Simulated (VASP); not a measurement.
# SrTiO3 (Tausonite): zone-centre modes, functional by functional, part 2 of 3

Aim: the vibrations of SrTiO3 (Tausonite) at the zone centre, at several levels of theory. The starting structure is a measured crystal structure from the Crystallography Open Database.

VASP 6.6.1.

Results so far: LDA+U (Ti d 4 eV) T1u (3) 598.1 cm⁻¹.

## Step 3: Modes with LDA+U (Ti d 4 eV) at the measured cell

Level of this step: LDA, DFT+U (Ti d 4 eV), spin-polarised from a ferromagnetic start; plane waves and PAW (Sr_sv, Ti_sv, O) (VASP).

A relaxation of the atoms in the fixed cell, not shown, had nothing to move.

INCAR reads:

```
SYSTEM = SrTiO3
PREC = Accurate
ENCUT = 520
EDIFF = 1E-08
NELM = 100
ISMEAR = 0
SIGMA = 0.03
LREAL = .FALSE.
ALGO = Normal
GGA = CA
NBANDS = 28
ISPIN = 2
MAGMOM = 0 1 0 0 0
LDAU = .TRUE.
LDAUTYPE = 2
LDAUL = -1 2 -1
LDAUU = 0 4 0
LDAUJ = 0 0 0
LDAUPRINT = 1
LASPH = .TRUE.
LMAXMIX = 4
LORBIT = 11
LWAVE = .FALSE.
LCHARG = .FALSE.
KPAR = 4
IBRION = 6
NFREE = 2
POTIM = 0.015
NSW = 1
ISIF = 2
```

POSCAR reads:

```
SrTiO3
1.0
    3.9052800000      0.0000000000      0.0000000000
    0.0000000000      3.9052800000      0.0000000000
    0.0000000000      0.0000000000      3.9052800000
Sr Ti O
1 1 3
Direct
    0.5000000000      0.5000000000      0.5000000000
    0.0000000000      0.0000000000      0.0000000000
    0.0000000000      0.0000000000      0.5000000000
    0.0000000000      0.5000000000      0.0000000000
    0.5000000000      0.0000000000      0.0000000000
```

KPOINTS reads:

```
Automatic mesh
0
Gamma
6 6 6
0 0 0
```

PAW data sets: Sr_sv, Ti_sv and O (LDA family, release 64).

Run with:

```
$ mpirun -np 4 vasp_std
```

What it wrote:

```text
[... set-up lines as in an earlier step ...]
 entering main loop
       N       E                     dE             d eps       ncg     rms          rms(c)
DAV:   1     0.416902421216E+03    0.41690E+03   -0.20543E+04  2240   0.152E+03
DAV:   2    -0.106328672431E+02   -0.42754E+03   -0.40907E+03  2560   0.433E+02
DAV:   3    -0.497689337622E+02   -0.39136E+02   -0.38817E+02  2592   0.131E+02
DAV:   4    -0.521413335042E+02   -0.23724E+01   -0.23670E+01  3852   0.269E+01
[...]
DAV:  16    -0.413589368256E+02    0.15225E-06   -0.11695E-06  2632   0.713E-03    0.414E-03
DAV:  17    -0.413589367902E+02    0.35360E-07   -0.19318E-07  2704   0.360E-03    0.132E-03
DAV:  18    -0.413589367872E+02    0.30336E-08   -0.12309E-08  2020   0.979E-04
   1 F= -.41358937E+02 E0= -.41358937E+02  d E =-.250097E-33  mag=     0.0000
[... from here on, the cycles between the ionic steps are left out ...]
   2 F= -.41358560E+02 E0= -.41358560E+02  d E =-.242474E-33  mag=     0.0000
   3 F= -.41358560E+02 E0= -.41358560E+02  d E =-.240961E-33  mag=     0.0000
   4 F= -.41357989E+02 E0= -.41357989E+02  d E =-.197745E-33  mag=     0.0000
   5 F= -.41357989E+02 E0= -.41357989E+02  d E =-.199074E-33  mag=    -0.0000
   6 F= -.41358494E+02 E0= -.41358494E+02  d E =-.207800E-33  mag=     0.0000
   7 F= -.41358494E+02 E0= -.41358494E+02  d E =-.206354E-33  mag=     0.0000
   8 F= -.41357137E+02 E0= -.41357137E+02  d E =-.234457E-33  mag=     0.0000
   9 F= -.41357137E+02 E0= -.41357137E+02  d E =-.233038E-33  mag=    -0.0000
 Finite differences progress:
  Degree of freedom:   4/  4
  Displacement:        2/  2
  Total:               8/  8
```

The job ended after 82 s (4 MPI ranks of Intel Xeon 6975P-C (Granite Rapids), shared host; peak memory 1.6 GiB).

OUTCAR, selected parts (step 3):

```text
  Total       -0.9020436     -0.9020436     -0.8864990      0.0000000     -0.0000000     -0.0000000
  in kB      -24.2650710    -24.2650710    -23.8469199      0.0000000     -0.0000000     -0.0000000
  external PRESSURE =     -24.1256873 kB  Pullay stress =       0.0000000 kB

 POSITION                                       TOTAL-FORCE (eV/Angst)
 -----------------------------------------------------------------------------------
      1.95264      1.95264      1.95264        -0.000000      0.000000     -0.018170
      0.00000      0.00000      0.00000        -0.000000      0.000000     -0.070268
      0.00000      0.00000      1.93764         0.000000      0.000000      0.240074
      0.00000      1.95264      0.00000         0.000000      0.000000     -0.075818
      1.95264      0.00000      0.00000         0.000000      0.000000     -0.075818
 -----------------------------------------------------------------------------------
    total drift:                               -0.000002     -0.000000      0.000041

  FREE ENERGIE OF THE ION-ELECTRON SYSTEM (eV)
  ---------------------------------------------------
  free  energy   TOTEN  =       -41.3571372971 eV

  energy  without entropy=      -41.3571372971  energy(sigma->0) =      -41.35713730

 magnetization (x)
# of ion       s       p       d       tot
------------------------------------------
    1        0.000   0.000  -0.000   0.000
    2       -0.000  -0.000  -0.000  -0.000
    3       -0.000   0.000   0.000   0.000
    4       -0.000   0.000   0.000   0.000
    5       -0.000   0.000   0.000   0.000
--------------------------------------------------
tot         -0.000   0.000  -0.000   0.000

[... 1 part as in an earlier step ...]

[... 2 further parts left out ...]
[key lines of the parts left out:]
E-fermi :   4.2599
```

The last energy, forces and stress in OUTCAR belong to the last displaced cell, not to that of POSCAR.

With LDA+U (Ti d 4 eV) at the measured cell the modes are T1u (3) 580.4, T1u (2) 248.1, T2u 227.6, T1u (1) 118.1 cm⁻¹; the largest shift is -17.7 cm⁻¹, in T1u (3), from LDA+U (Ti d 4 eV).

## Step 4: Modes with PBEsol+U (Ti d 4 eV)

PBEsol restores the gradient expansion of exchange and is tuned for the cells of solids. The cell comes from a relaxation at this level, not shown (60.41 Å³).

INCAR: that of step 3 with these lines changed.

```diff
@@ -9,3 +9,3 @@
 ALGO = Normal
-GGA = CA
+GGA = PS
 NBANDS = 28
```

POSCAR: that of step 3 with these lines changed.

```diff
@@ -2,5 +2,5 @@
 1.0
-    3.9052800000      0.0000000000      0.0000000000
-    0.0000000000      3.9052800000      0.0000000000
-    0.0000000000      0.0000000000      3.9052800000
+    3.9236663808      0.0000000000      0.0000000000
+    0.0000000000      3.9236663808      0.0000000000
+    0.0000000000      0.0000000000      3.9236663808
 Sr Ti O
```

KPOINTS is that of step 3.

The projector-augmented-wave data sets are Sr_sv, Ti_sv and O (PBE family, release 64).

Run with:

```
$ mpirun -np 4 vasp_std
```

What it wrote:

```text
[banner, memory and clock lines left out]
running    4 mpi-ranks, on    1 nodes
[...]
|                                                                             |
|               ----> ADVICE to this user running VASP <----                  |
|                                                                             |
|     You enforced a specific xc type in the INCAR file but a different       |
|     [... a line on the potential file left out ...]
|     I HOPE YOU KNOW WHAT YOU ARE DOING!                                     |
|                                                                             |

 LDA part: xc-table for (Slater+PW92), standard interpolation
 POSCAR, INCAR and KPOINTS ok, starting setup
[...]
entering main loop
       N       E                     dE             d eps       ncg     rms          rms(c)
DAV:   1     0.418256850298E+03    0.41826E+03   -0.20389E+04  2240   0.152E+03
DAV:   2    -0.951970440402E+01   -0.42778E+03   -0.40983E+03  2608   0.427E+02
DAV:   3    -0.476352570313E+02   -0.38116E+02   -0.37820E+02  2636   0.131E+02
DAV:   4    -0.496675924100E+02   -0.20323E+01   -0.20275E+01  3768   0.255E+01
[...]
DAV:  16    -0.392619628898E+02   -0.10647E-06   -0.19643E-06  2672   0.102E-02    0.302E-03
DAV:  17    -0.392619629788E+02   -0.88929E-07   -0.21097E-07  2640   0.316E-03    0.134E-03
DAV:  18    -0.392619629863E+02   -0.75279E-08   -0.10760E-08  1744   0.933E-04
   1 F= -.39261963E+02 E0= -.39261963E+02  d E =-.100018E-10  mag=     0.0000
[... from here on, the cycles between the ionic steps are left out ...]
   2 F= -.39261587E+02 E0= -.39261587E+02  d E =-.926210E-11  mag=     0.0000
   3 F= -.39261587E+02 E0= -.39261587E+02  d E =-.929726E-11  mag=    -0.0000
   4 F= -.39261096E+02 E0= -.39261096E+02  d E =-.868203E-11  mag=    -0.0000
   5 F= -.39261096E+02 E0= -.39261096E+02  d E =-.871683E-11  mag=     0.0000
   6 F= -.39261516E+02 E0= -.39261516E+02  d E =-.904405E-11  mag=    -0.0000
   7 F= -.39261516E+02 E0= -.39261516E+02  d E =-.901396E-11  mag=     0.0000
   8 F= -.39260255E+02 E0= -.39260255E+02  d E =-.959317E-11  mag=    -0.0000
   9 F= -.39260255E+02 E0= -.39260255E+02  d E =-.956582E-11  mag=    -0.0000
 Finite differences progress:
  Degree of freedom:   4/  4
  Displacement:        2/  2
  Total:               8/  8
```

The job ended after 1.7 min (4 MPI ranks; peak memory 1.7 GiB).

OUTCAR, selected parts (step 4):

```text
  Total        0.0066989      0.0066989      0.0215085      0.0000000     -0.0000000     -0.0000000
  in kB        0.1776809      0.1776809      0.5704850      0.0000000     -0.0000000     -0.0000000
  external PRESSURE =       0.3086156 kB  Pullay stress =       0.0000000 kB

 POSITION                                       TOTAL-FORCE (eV/Angst)
 -----------------------------------------------------------------------------------
      1.96183      1.96183      1.96183        -0.000000      0.000000     -0.017671
      0.00000      0.00000      0.00000         0.000000      0.000000     -0.060704
      0.00000      0.00000      1.94683        -0.000000      0.000000      0.227925
      0.00000      1.96183      0.00000        -0.000000      0.000000     -0.074775
      1.96183      0.00000      0.00000         0.000000      0.000000     -0.074775
 -----------------------------------------------------------------------------------
    total drift:                               -0.000002     -0.000000     -0.000079

  FREE ENERGIE OF THE ION-ELECTRON SYSTEM (eV)
  ---------------------------------------------------
  free  energy   TOTEN  =       -39.2602550742 eV

  energy  without entropy=      -39.2602550741  energy(sigma->0) =      -39.26025507

 magnetization (x)
# of ion       s       p       d       tot
------------------------------------------
    1        0.000   0.000  -0.000   0.000
    2        0.000   0.000   0.000   0.000
    3        0.000  -0.000   0.000  -0.000
    4        0.000  -0.000   0.000  -0.000
    5        0.000  -0.000   0.000  -0.000
--------------------------------------------------
tot          0.000  -0.000   0.000  -0.000

[... 1 part as in an earlier step ...]

[... 2 further parts left out ...]
[key lines of the parts left out:]
E-fermi :   4.1683
```

With PBEsol+U (Ti d 4 eV) the modes are T1u (3) 568.4, T1u (2) 239.4, T2u 229.4, T1u (1) 119.7 cm⁻¹; the largest shift is -29.7 cm⁻¹, in T1u (3), from LDA+U (Ti d 4 eV).

## Step 5: Modes with PBE+U (Ti d 4 eV)

PBE, the usual starting point, adds the gradient of the density. The cell comes from a relaxation at this level, not shown (62.47 Å³).

INCAR: that of step 4 with these lines changed.

```diff
@@ -9,3 +9,3 @@
 ALGO = Normal
-GGA = PS
+GGA = PE
 NBANDS = 28
```

POSCAR: that of step 4 with these lines changed.

```diff
@@ -2,5 +2,5 @@
 1.0
-    3.9236663808      0.0000000000      0.0000000000
-    0.0000000000      3.9236663808      0.0000000000
-    0.0000000000      0.0000000000      3.9236663808
+    3.9679194010      0.0000000000      0.0000000000
+    0.0000000000      3.9679194010      0.0000000000
+    0.0000000000      0.0000000000      3.9679194010
 Sr Ti O
```

KPOINTS is that of step 4.

Run with:

```
$ mpirun -np 4 vasp_std
```

What it wrote:

```text
[banner, memory and clock lines left out]
running    4 mpi-ranks, on    1 nodes
[...]
LDA part: xc-table for (Slater+PW92), standard interpolation
 POSCAR, INCAR and KPOINTS ok, starting setup
[...]
entering main loop
       N       E                     dE             d eps       ncg     rms          rms(c)
DAV:   1     0.426142927288E+03    0.42614E+03   -0.20208E+04  2240   0.151E+03
DAV:   2    -0.624481173956E+01   -0.43239E+03   -0.41402E+03  2644   0.427E+02
DAV:   3    -0.465121677151E+02   -0.40267E+02   -0.39919E+02  2648   0.133E+02
DAV:   4    -0.486386684077E+02   -0.21265E+01   -0.21201E+01  3756   0.261E+01
[...]
DAV:  17    -0.374135724697E+02   -0.56565E-07   -0.48597E-07  2640   0.602E-03    0.217E-03
DAV:  18    -0.374135724801E+02   -0.10447E-07   -0.71655E-08  2768   0.167E-03    0.865E-04
DAV:  19    -0.374135724840E+02   -0.39445E-08   -0.43620E-09  1540   0.700E-04
   1 F= -.37413572E+02 E0= -.37413572E+02  d E =-.791337E-12  mag=    -0.0000
[... from here on, the cycles between the ionic steps are left out ...]
   2 F= -.37413225E+02 E0= -.37413225E+02  d E =-.729752E-12  mag=    -0.0000
   3 F= -.37413225E+02 E0= -.37413225E+02  d E =-.732740E-12  mag=    -0.0000
   4 F= -.37412891E+02 E0= -.37412891E+02  d E =-.690987E-12  mag=    -0.0000
   5 F= -.37412891E+02 E0= -.37412891E+02  d E =-.692862E-12  mag=    -0.0000
   6 F= -.37413119E+02 E0= -.37413119E+02  d E =-.715894E-12  mag=    -0.0000
   7 F= -.37413119E+02 E0= -.37413119E+02  d E =-.716760E-12  mag=     0.0000
   8 F= -.37412110E+02 E0= -.37412110E+02  d E =-.762079E-12  mag=     0.0000
   9 F= -.37412110E+02 E0= -.37412110E+02  d E =-.759433E-12  mag=     0.0000
 Finite differences progress:
  Degree of freedom:   4/  4
  Displacement:        2/  2
  Total:               8/  8
```

It took 1.8 min on 4 MPI ranks; peak memory 1.8 GiB; 6.9 min of CPU time.

From OUTCAR (step 5):

```text
  Total        0.0080846      0.0080846      0.0212248      0.0000000      0.0000000      0.0000000
  in kB        0.2073396      0.2073396      0.5443337      0.0000000      0.0000000      0.0000000
  external PRESSURE =       0.3196710 kB  Pullay stress =       0.0000000 kB

 POSITION                                       TOTAL-FORCE (eV/Angst)
 -----------------------------------------------------------------------------------
      1.98396      1.98396      1.98396         0.000000      0.000000     -0.016799
      0.00000      0.00000      0.00000         0.000000      0.000000     -0.032137
      0.00000      0.00000      1.96896        -0.000000      0.000000      0.195258
      0.00000      1.98396      0.00000        -0.000000      0.000000     -0.073161
      1.98396      0.00000      0.00000         0.000000      0.000000     -0.073161
 -----------------------------------------------------------------------------------
    total drift:                               -0.000002     -0.000000     -0.000339

  FREE ENERGIE OF THE ION-ELECTRON SYSTEM (eV)
  ---------------------------------------------------
  free  energy   TOTEN  =       -37.4121102935 eV

  energy  without entropy=      -37.4121102935  energy(sigma->0) =      -37.41211029

 magnetization (x)
# of ion       s       p       d       tot
------------------------------------------
    1        0.000   0.000  -0.000  -0.000
    2        0.000   0.000  -0.000   0.000
    3       -0.000  -0.000   0.000  -0.000
    4       -0.000  -0.000   0.000  -0.000
    5       -0.000  -0.000   0.000  -0.000
--------------------------------------------------
tot          0.000   0.000  -0.000   0.000

[... 1 part as in an earlier step ...]

[... 2 further parts left out ...]
[key lines of the parts left out:]
E-fermi :   4.0494
```

With PBE+U (Ti d 4 eV) the modes are T1u (3) 538.0, T2u 232.0, T1u (2) 216.8, T1u (1) 110.8 cm⁻¹; the largest shift is -60.1 cm⁻¹, in T1u (3), from LDA+U (Ti d 4 eV).

## Step 6: Modes with PBEsol + D3(BJ)+U (Ti d 4 eV)

D3 with Becke-Johnson damping keeps a finite attraction at short range. The cell comes from a relaxation at this level, not shown (59.27 Å³).

INCAR: that of step 5 with these lines changed.

```diff
@@ -9,3 +9,4 @@
 ALGO = Normal
-GGA = PE
+GGA = PS
+IVDW = 12
 NBANDS = 28
```

POSCAR: that of step 5 with these lines changed.

```diff
@@ -2,5 +2,5 @@
 1.0
-    3.9679194010      0.0000000000      0.0000000000
-    0.0000000000      3.9679194010      0.0000000000
-    0.0000000000      0.0000000000      3.9679194010
+    3.8988548095      0.0000000000      0.0000000000
+    0.0000000000      3.8988548095      0.0000000000
+    0.0000000000      0.0000000000      3.8988548095
 Sr Ti O
```

KPOINTS is that of step 5.

Run with:

```
$ mpirun -np 4 vasp_std
```

What it wrote:

```text
[banner, memory and clock lines left out]
running    4 mpi-ranks, on    1 nodes
[...]
[... a notice as in an earlier step ...]

 LDA part: xc-table for (Slater+PW92), standard interpolation
 POSCAR, INCAR and KPOINTS ok, starting setup
[...]
entering main loop
       N       E                     dE             d eps       ncg     rms          rms(c)
DAV:   1     0.423657226004E+03    0.42366E+03   -0.20378E+04  2240   0.153E+03
DAV:   2    -0.798619594336E+01   -0.43164E+03   -0.41347E+03  2556   0.432E+02
DAV:   3    -0.471476823131E+02   -0.39161E+02   -0.38792E+02  2608   0.133E+02
DAV:   4    -0.495687396551E+02   -0.24211E+01   -0.24144E+01  3784   0.273E+01
[...]
DAV:  16    -0.392480926058E+02   -0.22744E-06   -0.87548E-07  2816   0.735E-03    0.216E-03
DAV:  17    -0.392480927012E+02   -0.95404E-07   -0.14909E-07  2936   0.326E-03    0.115E-03
DAV:  18    -0.392480927013E+02   -0.12187E-09   -0.10626E-08  1800   0.787E-04
   1 F= -.40522340E+02 E0= -.40522340E+02  d E =-.228830E-31  mag=    -0.0000
[... from here on, the cycles between the ionic steps are left out ...]
   2 F= -.40521922E+02 E0= -.40521922E+02  d E =-.212486E-31  mag=    -0.0000
   3 F= -.40521922E+02 E0= -.40521922E+02  d E =-.213801E-31  mag=    -0.0000
   4 F= -.40521341E+02 E0= -.40521341E+02  d E =-.181018E-31  mag=    -0.0000
   5 F= -.40521341E+02 E0= -.40521341E+02  d E =-.182133E-31  mag=     0.0000
   6 F= -.40521889E+02 E0= -.40521889E+02  d E =-.192733E-31  mag=     0.0000
   7 F= -.40521889E+02 E0= -.40521889E+02  d E =-.191840E-31  mag=     0.0000
   8 F= -.40520438E+02 E0= -.40520438E+02  d E =-.213596E-31  mag=     0.0000
   9 F= -.40520438E+02 E0= -.40520438E+02  d E =-.212251E-31  mag=     0.0000
 Finite differences progress:
  Degree of freedom:   4/  4
  Displacement:        2/  2
  Total:               8/  8
```

Run time: 98 s. Hardware: 4 MPI ranks; peak memory 1.7 GiB; 6.5 min of CPU time.

From OUTCAR (step 6):

```text
 Edisp (eV)   -1.27425

 Edisp (eV)   -1.27425

  Total       0.00292     0.00292     0.01851     0.00000     0.00000     0.00000
  in kB       0.07892     0.07892     0.50029     0.00000     0.00000     0.00000
  external pressure =        0.22 kB  Pullay stress =        0.00 kB

 POSITION                                       TOTAL-FORCE (eV/Angst)
 -----------------------------------------------------------------------------------
      1.94943      1.94943      1.94943         0.000000      0.000000     -0.017870
      0.00000      0.00000      0.00000        -0.000000      0.000000     -0.082154
      0.00000      0.00000      1.93443         0.000000      0.000000      0.253762
      0.00000      1.94943      0.00000        -0.000000      0.000000     -0.076869
      1.94943      0.00000      0.00000        -0.000000      0.000000     -0.076869
 -----------------------------------------------------------------------------------
    total drift:                               -0.000002     -0.000000      0.000048

  FREE ENERGIE OF THE ION-ELECTRON SYSTEM (eV)
  ---------------------------------------------------
  free  energy   TOTEN  =       -40.5204380446 eV

  energy  without entropy=      -40.5204380446  energy(sigma->0) =      -40.52043804

 magnetization (x)
# of ion       s       p       d       tot
------------------------------------------
    1       -0.000  -0.000   0.000   0.000
    2       -0.000  -0.000  -0.000  -0.000
    3        0.000  -0.000   0.000  -0.000
    4        0.000  -0.000   0.000  -0.000
    5        0.000  -0.000   0.000  -0.000
--------------------------------------------------
tot         -0.000  -0.000   0.000  -0.000

[... 1 part as in an earlier step ...]

[... 2 further parts left out ...]
[key lines of the parts left out:]
E-fermi :   4.4405
```

With PBEsol + D3(BJ)+U (Ti d 4 eV) the modes are T1u (3) 594.3, T1u (2) 250.2, T2u 230.3, T1u (1) 131.1 cm⁻¹; the largest shift is +4.9 cm⁻¹, in T1u (1), from LDA+U (Ti d 4 eV).

(Continued in part 3 of 3.)

[Lines on the potential files, build, host, timing and source positions are cut from VASP's logs without a mark.]

[Logs are printed without paths, hosts, clocks, repeated set-up lines and the standing remarks that a program may print on its own settings, such as how far it seeks lower states.]

[Hosts, paths, dates, database ids (printed as entryN), source tags and the programs' standing remarks are cut or masked in the printed files.]
